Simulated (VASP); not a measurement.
```
CELL_PARAMETERS angstrom
      1.35978    -2.35520     0.00000
      1.35978     2.35520     0.00000
      0.00000     0.00000     4.28705
ATOMIC_POSITIONS crystal
  Os 0.33333 0.66667 0.25000
  Os 0.66667 0.33333 0.75000
```

Method: LDA (Ceperley-Alder, Perdew-Zunger), VASP's LDA PAW potentials (set 64) (plane waves; VASP). Settings: 520 eV cut-off, Gaussian smearing of 0.050 eV, potentials Os.

Task: Give the energies of bands 1 to 11 at the high-symmetry points, in eV from the Fermi level.

Result: 
```
band       Γ      M      K      A      L      H
----  ------  -----  -----  -----  -----  -----
1     -11.05  -7.42  -6.72  -8.59  -7.63  -6.00
2      -7.96  -7.15  -5.52  -8.59  -7.63  -6.00
3      -3.18  -6.62  -5.52  -3.65  -5.49  -5.07
4      -3.18  -3.70  -4.72  -3.65  -5.49  -5.07
5      -2.89  -2.92  -3.52  -3.39  -1.28  -3.50
6      -2.31  -2.62  -3.52  -3.39  -1.28  -3.50
7      -2.31  -1.94  -1.38  -3.39  -0.12  -1.43
8      -1.66   2.04   1.50  -3.39  -0.12  -1.43
9      -1.66   2.63   1.50   0.89   2.40   1.63
10      0.16   2.79   2.12   0.89   2.40   1.63
11      1.70   4.53   5.48   0.89   3.39   8.55
```

It has no gap at this level: it comes out as a metal or semimetal.

The compound is Os in the hcp structure. It was relaxed first.
